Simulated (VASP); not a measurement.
Computed with PBE GGA with D4 dispersion, VASP's PBE PAW potentials (set 64) (plane waves; VASP).

VASP ran on this input.

INCAR:
```
# general
SYSTEM  = BaTiO3
PREC    = Accurate
ENCUT   = 520
LREAL   = F
LASPH   = T
ICHARG  = 11

# electronic loop
EDIFF   = 1E-7
NELM    = 100
ALGO    = Normal
LMAXMIX = 4

# smearing
ISMEAR  = 0
SIGMA   = 0.05

# functional
GGA     = PE
IVDW    = 13

# output
LWAVE   = F
LCHARG  = F
LORBIT  = 11
```

**KPOINTS**
```
k-points along high-symmetry lines
15
Line-mode
Reciprocal
  0.000000   0.000000   0.000000 ! GAMMA
  0.000000   0.500000   0.000000 ! X

  0.000000   0.500000   0.000000 ! X
  0.500000   0.500000   0.000000 ! M

  0.500000   0.500000   0.000000 ! M
  0.000000   0.000000   0.000000 ! GAMMA

  0.000000   0.000000   0.000000 ! GAMMA
  0.500000   0.500000   0.500000 ! R

  0.500000   0.500000   0.500000 ! R
  0.000000   0.500000   0.000000 ! X

  0.500000   0.500000   0.500000 ! R
  0.500000   0.500000   0.000000 ! M
```

File POSCAR:
```
BaTiO3
1
    4.0122035463     0.0000000000     0.0000000000
    0.0000000000     4.0122035463     0.0000000000
    0.0000000000     0.0000000000     4.0122035463
Ba Ti O
1 1 3
Direct
  0.0000000000   0.0000000000   0.0000000000
  0.5000000000   0.5000000000   0.5000000000
  0.5000000000   0.0000000000   0.5000000000
  0.0000000000   0.5000000000   0.5000000000
  0.5000000000   0.5000000000   0.0000000000
```

POTCAR, in this order: Ba_sv Ti_sv O (PBE.64 set). Program: vasp_std. Read from the step before: CHGCAR.

What VASP printed:

OUTCAR:
```
 ion  position               nearest neighbor table
   1  0.000  0.000  0.000-   3 2.84   4 2.84   5 2.84   3 2.84   4 2.84   4 2.84   5 2.84   4 2.84
                             3 2.84   5 2.84   3 2.84   5 2.84   2 3.47   2 3.47   2 3.47   2 3.47
   2  0.500  0.500  0.500-   3 2.01   4 2.01   5 2.01   5 2.01   3 2.01   4 2.01   1 3.47   1 3.47
                             1 3.47   1 3.47   1 3.47   1 3.47   1 3.47   1 3.47
   3  0.500  0.000  0.500-   2 2.01   2 2.01   1 2.84   1 2.84   1 2.84   1 2.84
   4  0.000  0.500  0.500-   2 2.01   2 2.01   1 2.84   1 2.84   1 2.84   1 2.84
   5  0.500  0.500  0.000-   2 2.01   2 2.01   1 2.84   1 2.84   1 2.84   1 2.84
  LATTYP: Found a simple cubic cell.
 ALAT       =     4.0122035463
 Subroutine PRICEL returns:
 Original cell was already a primitive cell.
 Subroutine GETGRP returns: Found 48 space group operations
The static configuration has the point symmetry O_h .
The dynamic configuration has the point symmetry O_h .
 Subroutine INISYM returns: Found 48 space group operations
   k-points           NKPTS =     90   k-points in BZ     NKDIM =     90   number of bands    NBANDS=     24
   number of dos      NEDOS =    301   number of ions     NIONS =      5
   total plane-waves  NPLWV =  27000
   dimension x,y,z NGX =    30 NGY =   30 NGZ =   30
   dimension x,y,z NGXF=    60 NGYF=   60 NGZF=   60
   ions per type =               1   1   3
   PREC   = accura    normal or accurate (medium, high low for compatibility)
   ISTART =      0    job   : 0-new  1-cont  2-samecut
   ICHARG =     11    charge: 1-file 2-atom 10-const
   ISPIN  =      1    spin polarized calculation?
   LNONCOLLINEAR =      F non collinear calculations
   LSORBIT =      F    spin-orbit coupling
   INIWAV =      1    electr: 0-lowe 1-rand  2-diag
   ENCUT  =  520.0 eV  38.22 Ry    6.18 a.u.   7.46  7.46  7.46*2*pi/ulx,y,z
   NELM   =    100;   NELMIN=  2; NELMDL= -5     # of ELM steps
   EDIFF  = 0.1E-06   stopping-criterion for ELM
   LREAL  =      F    real-space projection
   NLSPLINE    = F    spline interpolate recip. space projectors
   LMAXMIX     =    4 max onsite mixed and CHGCAR
   VOSKOWN=      0    Vosko Wilk Nusair interpolation
   EDIFFG = 0.1E-05   stopping-criterion for IOM
   NSW    =      0    number of steps for IOM
   NBLOCK =      1;   KBLOCK =      1    inner block; outer block
   IBRION =     -1    ionic relax: 0-MD 1-quasi-New 2-CG
   NFREE  =      0    steps in history (QN), initial steepest desc. (CG)
   ISIF   =      2    stress and relaxation
   ISYM   =      2    0-nonsym 1-usesym 2-fastsym
   TEIN   =    0.0    initial temperature
   TEBEG  =    0.0;   TEEND  =   0.0 temperature during run
   SMASS  =  -3.00    Nose mass-parameter (am)
   PSTRESS=    0.0 pullay stress
   NELECT =      40.0000    total number of electrons
   EFERMI =   0.00;   METHOD = LEGACY
   ISMEAR =     0;   SIGMA  =   0.05  broadening in eV -4-tet -1-fermi 0-gaus
   IALGO  =     38    algorithm
   LDIAG  =      T    sub-space diagonalisation (order eigenvalues)
   IMIX   =      4    mixing-type and parameters
     AMIX     =   0.40;   BMIX     =  1.00
     AMIX_MAG =   1.60;   BMIX_MAG =  1.00
     AMIN     =   0.10
   GGA     = PE    functional components
   VOSKOWN =     0    Vosko Wilk Nusair interpolation
   LHFCALC =     F    Hartree Fock is set to
   LHFONE  =     F    Hartree Fock one center treatment
   AEXX    =    0.0000 exact exchange contribution
   IVDW    =    13    specifies the selected vdW correction
   LEPSILON=     F    determine dielectric tensor
   LRPA    =     F    only Hartree local field effects (RPA)
  energy-cutoff  :      520.00
  volume of cell :       64.59
      direct lattice vectors                 reciprocal lattice vectors
     4.012203546  0.000000000  0.000000000     0.249239598  0.000000000  0.000000000
     0.000000000  4.012203546  0.000000000     0.000000000  0.249239598  0.000000000
     0.000000000  0.000000000  4.012203546     0.000000000  0.000000000  0.249239598
 k-point     1 :   0.0000 0.0000 0.0000  plane waves:    1743
 k-point     2 :   0.0000 0.0357 0.0000  plane waves:    1751
 k-point     3 :   0.0000 0.0714 0.0000  plane waves:    1759
 k-point     4 :   0.0000 0.1071 0.0000  plane waves:    1771
 k-point     5 :   0.0000 0.1429 0.0000  plane waves:    1763
...
```

OSZICAR:
```
       N       E                     dE             d eps       ncg     rms          rms(c)
DAV:   1     0.423091026015E+03    0.42309E+03   -0.21907E+04  4320   0.184E+03
DAV:   2     0.109643266410E+02   -0.41213E+03   -0.40484E+03  4936   0.485E+02
DAV:   3    -0.365287486869E+02   -0.47493E+02   -0.45968E+02  7344   0.141E+02
DAV:   4    -0.384816295692E+02   -0.19529E+01   -0.19522E+01  5192   0.276E+01
DAV:   5    -0.385784111142E+02   -0.96782E-01   -0.96781E-01  6240   0.454E+00
DAV:   6    -0.385793707012E+02   -0.95959E-03   -0.95958E-03  5424   0.498E-01
DAV:   7    -0.385793927414E+02   -0.22040E-04   -0.22040E-04  6384   0.660E-02
DAV:   8    -0.385793930593E+02   -0.31793E-06   -0.31794E-06  5536   0.671E-03
DAV:   9    -0.385793930660E+02   -0.66516E-08   -0.66255E-08  4048   0.887E-04
   1 F= -.39648695E+02 E0= -.39648695E+02  d E =-.505371E-28
```

File OUTCAR:
```
 val. band max:        3.7783520362   @ k =   0.5000   0.5000   0.5000

 cond. band min:       5.5078999032   @ k =   0.0000   0.0000   0.0000



 k-point     1 :       0.0000    0.0000    0.0000
  band No.  band energies     occupation
      1     -52.8912      2.00000
      2     -29.0982      2.00000
      3     -29.0982      2.00000
      4     -29.0982      2.00000
      5     -21.0525      2.00000
      6     -13.0981      2.00000
      7     -12.4194      2.00000
      8     -12.4194      2.00000
      9      -6.2286      2.00000
     10      -6.2286      2.00000
     11      -6.2286      2.00000
     12       1.4737      2.00000
     13       1.4737      2.00000
     14       1.4737      2.00000
     15       2.6987      2.00000
     16       2.6987      2.00000
     17       2.6987      2.00000
     18       3.6255      2.00000
     19       3.6255      2.00000
     20       3.6255      2.00000
     21       5.5079      0.00000
     22       5.5079      0.00000
     23       5.5079      0.00000
     24       7.6304      0.00000

 k-point     2 :       0.0000    0.0357    0.0000
  band No.  band energies     occupation
      1     -52.8912      2.00000
      2     -29.0988      2.00000
      3     -29.0982      2.00000
      4     -29.0982      2.00000
      5     -21.0510      2.00000
      6     -13.0983      2.00000
      7     -12.4191      2.00000
      8     -12.4190      2.00000
      9      -6.2267      2.00000
     10      -6.2267      2.00000
     11      -6.2235      2.00000
     12       1.4518      2.00000
     13       1.4704      2.00000
     14       1.4704      2.00000
     15       2.6820      2.00000
     16       2.6820      2.00000
     17       2.6862      2.00000
     18       3.5881      2.00000
     19       3.6146      2.00000
     20       3.6146      2.00000
     21       5.5098      0.00000
     22       5.5370      0.00000
     23       5.5370      0.00000
     24       7.6309      0.00000

...
```

The density is held fixed in this step, so its total energy and stress have no physical meaning. Unless said otherwise, spin-orbit coupling is left out, though it shifts the bands of the heavy elements here.

The compound is BaTiO3 in the cubic perovskite structure, the ideal cubic form; the compound distorts at low or room temperature. It was relaxed first.
